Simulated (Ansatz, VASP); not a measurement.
# Two plane-wave programs on Li3Ag2B4

Contents of INCAR:

```
SYSTEM = Li3Ag2B4
PREC     = Accurate       ! precision mode
ENCUT    = 520            ! plane-wave cutoff, eV
EDIFF    = 1E-6           ! SCF threshold, eV
ISMEAR   = 0              ! smearing method
SIGMA    = 0.1            ! smearing width, eV
LREAL    = .FALSE.        ! projectors in reciprocal space
LASPH    = .TRUE.         ! aspherical terms in the spheres
NELM     = 80             ! most SCF steps
ALGO     = Normal         ! electronic algorithm
ISIF     = 2              ! what is computed and relaxed
LWAVE    = .FALSE.        ! write WAVECAR
LCHARG   = .FALSE.        ! write CHGCAR
GGA      = PE             ! functional
NBANDS   = 32             ! bands
```

File KPOINTS:

```
Automatic mesh
0
G
  6 6 4
  0 0 0
```

POSCAR

```
Li3Ag2B4
1.0
    5.1364778800      0.0000000000      0.0000000000
   -2.5682389400      4.4483203300      0.0000000000
    0.0000000000      0.0000000000      5.6534496000
Li Ag B
3 2 4
Direct
    0.5000000000      0.0000000000      0.5000000000
    0.0000000000      0.5000000000      0.5000000000
    0.5000000000      0.5000000000      0.5000000000
    0.0000000000      0.0000000000      0.7338949300
    0.0000000000      0.0000000000      0.2661050700
    0.3333333300      0.6666666700      0.0000000000
    0.6666666700      0.3333333300      0.0000000000
    0.3333333300      0.6666666700      0.5000000000
    0.6666666700      0.3333333300      0.5000000000
```

Input for Ansatz:

```yaml
crystal:
  lattice:
    - [5.13647788, 0.0, 0.0]
    - [-2.56823894, 4.44832033, 0.0]
    - [0.0, 0.0, 5.6534496]
  atoms:
    - { symbol: Li, position: [0.5, 0.0, 0.5] }
    - { symbol: Li, position: [0.0, 0.5, 0.5] }
    - { symbol: Li, position: [0.5, 0.5, 0.5] }
    - { symbol: Ag, position: [0.0, 0.0, 0.73389493] }
    - { symbol: Ag, position: [0.0, 0.0, 0.26610507] }
    - { symbol: B, position: [0.33333333, 0.66666667, 0.0] }
    - { symbol: B, position: [0.66666667, 0.33333333, 0.0] }
    - { symbol: B, position: [0.33333333, 0.66666667, 0.5] }
    - { symbol: B, position: [0.66666667, 0.33333333, 0.5] }
basis:
  ecutwfc: 420
kpoints:
  mp_grid: { grid: [6, 6, 4] }
hamiltonian:
  xc: pbe
scf:
  occupations: { method: gaussian, width: 0.1 }
  lower_state_search: "off"
output:
  forces: true
  stress: true
  eigenvalues: true
```

Alike in both runs: task single point; functional PBE; k mesh 6 × 6 × 4; occupations gaussian, width 0.1 eV; no spin polarisation.

|  | VASP | Ansatz |
| --- | --- | --- |
| version | VASP 6.6.1 | Ansatz 0.2.0 |
| potentials or method | VASP PAW PBE potentials, release 64 (Li_sv, Ag, B) | scalar-relativistic, plane waves, PAW |
| plane-wave cutoff (eV) | 520 | 420 |
| valence electrons in the cell | 43 | 59 |

```csv
,VASP,Ansatz,Ansatz less VASP
gap on the k mesh at the Fermi level (eV),none,none,-
rms of the force components (eV/Å),0.184,0.187,+0.0029
```

Atom by atom the forces differ by 0.003 eV/Å (rms over components). A gap of «none» marks a metal or a gap that the smearing closes. The two sets of potentials don't hold the same shells in valence.
